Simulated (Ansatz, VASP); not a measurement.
**Ta3Si3N in VASP and in Ansatz**

Contents of INCAR:

```
PREC = Accurate
ENCUT = 600
EDIFF = 1E-7
ISMEAR = 0
SIGMA = 0.1
LREAL = F
LASPH = T
NELM = 100
ALGO = Normal
ISIF = 3
LWAVE = F
LCHARG = F
GGA = PE
IBRION = 2
NSW = 100
EDIFFG = -0.01
```

File KPOINTS:

```
regular mesh
0
Gamma
  8 8 8
```

The input POSCAR:

```
Ta3Si3N
1.0
    4.9696331629      0.0000000000      0.0000000000
    0.0000000000      4.9696331629      0.0000000000
    0.0000000000      0.0000000000      4.9696331629
Ta Si N
3 3 1
Direct
    0.0000000000      0.5000000000      0.0000000000
    0.0000000000      0.0000000000      0.5000000000
    0.5000000000      0.0000000000      0.0000000000
    0.5000000000      0.0000000000      0.5000000000
    0.5000000000      0.5000000000      0.0000000000
    0.0000000000      0.5000000000      0.5000000000
    0.5000000000      0.5000000000      0.5000000000
```

Input for Ansatz:

```yaml
crystal:
  lattice:
    - [4.9696331629, 0.0, 0.0]
    - [0.0, 4.9696331629, 0.0]
    - [0.0, 0.0, 4.9696331629]
  atoms:
    - { symbol: Ta, position: [0.0, 0.5, 0.0] }
    - { symbol: Ta, position: [0.0, 0.0, 0.5] }
    - { symbol: Ta, position: [0.5, 0.0, 0.0] }
    - { symbol: Si, position: [0.5, 0.0, 0.5] }
    - { symbol: Si, position: [0.5, 0.5, 0.0] }
    - { symbol: Si, position: [0.0, 0.5, 0.5] }
    - { symbol: "N", position: [0.5, 0.5, 0.5] }
basis:
  ecutwfc: 420
kpoints:
  mp_grid: { grid: [8, 8, 8] }
hamiltonian:
  xc: pbe
scf:
  occupations: { method: gaussian, width: 0.1 }
output:
  forces: true
  stress: true
  eigenvalues: true
  write_density: true
  write_potential: true
  elf: true
  volumetric_format: npy
relax:
  adjacent_minimum: "off"
  f_tol: 0.01
  max_steps: 80
  cell: { stress_tol: 0.05 }
```

Change from the starting cell: species swapped into the LiCu3O3 type (Pm-3m, No. 221).

Alike in both runs: task relaxation of cell and atoms; functional PBE; k mesh 8 × 8 × 8; occupations gaussian, width 0.1 eV; no spin polarisation.

```csv
,VASP,Ansatz
version,VASP 6.6.1,Ansatz 0.2.0
potentials or method,"VASP PAW PBE potentials, release 64 (Ta_pv, Si, N)","scalar-relativistic, plane waves, PAW"
plane-wave cutoff (eV),600,420
valence electrons in the cell,50,56
```

```tsv
	VASP	Ansatz	Ansatz less VASP
gap on the k mesh at the Fermi level, each at its own relaxed structure (eV)	none	none	-
relaxed volume (Å³/atom)	17.58	17.57	-0.001
relaxed cell length with the largest relative difference (Å)	4.974	4.974	-0.0001
```

A gap of «none» marks a metal or a gap that the smearing closes. The two sets of potentials don't hold the same shells in valence.

The runs have no spin-orbit coupling, so splittings on Ta are missing.
